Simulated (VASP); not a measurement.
Calculation: r2SCAN meta-GGA, VASP's PBE PAW potentials (set 64) (plane waves; VASP).

A VASP calculation is set up with these files.

File POSCAR:
```
CoGa
1
    2.8417902744     0.0000000000     0.0000000000
    0.0000000000     2.8417902744     0.0000000000
    0.0000000000     0.0000000000     2.8417902744
Ga Co
1 1
Direct
  0.5000000000   0.5000000000   0.5000000000
  0.0000000000   0.0000000000   0.0000000000
```

INCAR:
```
SYSTEM  =  CoGa
PREC  =  Accurate; ENCUT  =  400; LREAL  =  .FALSE.
LASPH  =  .TRUE.
EDIFF  =  1E-7; NELM  =  100; ALGO  =  Normal
LMAXMIX  =  4; LMIXTAU  =  .TRUE.
ISMEAR  =  -5
METAGGA  =  R2SCAN
ISIF  =  2
LWAVE  =  .FALSE.; LCHARG  =  .FALSE.; LORBIT  =  11
NEDOS  =  601
```

File KPOINTS:
```
Automatic mesh
0
Gamma
14 14 14
0 0 0
```

KPOINTS_OPT:
```
k-points along high-symmetry lines
10
Line-mode
Reciprocal
  0.000000   0.000000   0.000000 ! GAMMA
  0.000000   0.500000   0.000000 ! X

  0.000000   0.500000   0.000000 ! X
  0.500000   0.500000   0.000000 ! M

  0.500000   0.500000   0.000000 ! M
  0.000000   0.000000   0.000000 ! GAMMA

  0.000000   0.000000   0.000000 ! GAMMA
  0.500000   0.500000   0.500000 ! R

  0.500000   0.500000   0.500000 ! R
  0.000000   0.500000   0.000000 ! X

  0.500000   0.500000   0.500000 ! R
  0.500000   0.500000   0.000000 ! M
```

POTCAR, in this order: Ga_d Co (PBE.64 set). Program: vasp_std.

Problem. What will the output report for the number of irreducible k-points (NKPTS), number of bands (NBANDS), largest plane-wave count, number of space-group operations, FFT grid (NGX, NGY, NGZ)?

Solution. 
```yaml
number of irreducible k-points (NKPTS): 120
number of bands (NBANDS): 15
largest_plane_wave_count: 437
number_of_space_group_operations: 48
FFT grid (NGX, NGY, NGZ): 20 × 20 × 20
```

The compound is CoGa in the CsCl type structure. It was relaxed first. The run is not spin-polarised, so no magnetic state was tried.
